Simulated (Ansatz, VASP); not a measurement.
# ZnCo in VASP and in Ansatz

```
Zn Co
1.0
     2.60722    0.00000    0.00000
    -1.30361    2.25792    0.00000
     0.00000    0.00000    4.17168
Zn Co
1 1
Direct
  0.66667 0.33333 0.00000
  0.00000 0.00000 0.50000
```

Alike in both runs: task single point; functional LDA; k mesh 14 × 14 × 8; occupations fermi-dirac, width 0.1 eV; collinear spin.

|  | VASP | Ansatz |
| --- | --- | --- |
| version | VASP 6.6.1 | Ansatz 0.2.0 |
| potentials or method | VASP PAW LDA potentials, release 64 (Zn, Co) | PAW with Ansatz's default frozen-core files, scalar-relativistic |
| plane-wave cutoff (eV) | 520 | 420 |
| valence electrons in the cell | 21 | 29 |

```csv
,VASP,Ansatz,Ansatz less VASP
pressure (GPa),-14.3,-14.4,-0.14
largest component of the traceless stress (GPa),0.75,0.50,-0.246
net moment per atom (μB),0.56,0.61,+0.048
size of the moment on the site where the two differ most (μB),1.17,1.29,+0.125
```

Site moments also hang on the region over which each program counts them. The two sets of potentials don't hold the same shells in valence.
